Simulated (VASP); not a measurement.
Consider the following.

```xyz
2
Lattice="1.7252 0.9960 5.3769 -1.7252 0.9960 5.3769 0.0000 -1.9921 5.3769" Properties=species:S:1:pos:R:3 pbc="T T T"
Y      0.0000     0.0000     8.0653
Mg     0.0000    -1.9921     5.3769
```

Level of theory: PBEsol GGA, VASP's PBE PAW potentials (set 64) (plane waves; VASP). Run with 400 eV cut-off, 14×14×14 Γ-centred mesh, tetrahedra with Blöchl corrections, potentials Y_sv Mg.

**Question.** The job: YMg (space group R-3m), 2 atoms, PBEsol, static run, 400 eV, 14×14×14 Γ-centred mesh. Roughly how much core time does it take on a busy server core?

**Answer.** About 3 core-minutes (one run on a shared machine, a rough figure). It had 288 irreducible k-points, 10 bands, up to 1028 plane waves and 14 electronic steps.

The structure comes from a computed database's YMg entry (R-3m); how it stands against other phases isn't given here. It was relaxed first.
